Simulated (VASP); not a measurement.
Runs of VASP 6.6.1 on EuMo. Symmetry: Pm-3m, No. 221, cubic system. The conventional cell has a = 3.531 Å, b = 3.531 Å, c = 3.531 Å, α = 90.00°, β = 90.00°, γ = 90.00°. Eu (site symmetry m-3m) is surrounded by 8 Mo at 3.06 Å. Mo (site symmetry m-3m) has 8 Eu at 3.06 Å as nearest neighbours. The cell was built by a generator and needn't be a form met in nature.

```csv
level,other keys,gap on the mesh (eV),pressure (GPa),moment (μB),relaxed volume (Å³/atom)
PW91,-,none,0.0,5.74,(a)
PBEsol,-,none,0.0,5.90,20.30
LDA,IMIX = 1; AMIX = 0.1; NBANDS = 40,none,-0.1,6.14,19.54
RPBE,-,none,0.1,3.93,(b)
LDA,-,none,0.0,6.14,19.54
```

Alike in all rows: task relaxation of cell and atoms; potentials or basis VASP PAW PBE potentials, release 64 (Eu, Mo_sv); spin collinear, ferromagnetic start; cell relaxed; k mesh 6 × 6 × 6; cutoff (eV) 600; smearing fermi-dirac 0.05 eV.

**Question.** Estimate the missing entries.

**Answer.** (a) 21.79; (b) 24.87.

Caveats: the PAW data sets were made with another functional, which shifts forces and pressure a little; spin-orbit coupling is left out, which moves the levels of the heavy elements; without U or exact exchange the open f shell lies at the Fermi level, which spoils levels, moments and volumes.

A k mesh can miss the band edges, and the runs leave out spin-orbit coupling on Eu, Mo.

A gap of «none» marks a metal or a gap under the smearing width.

Runs at the PBE level aren't shown here.
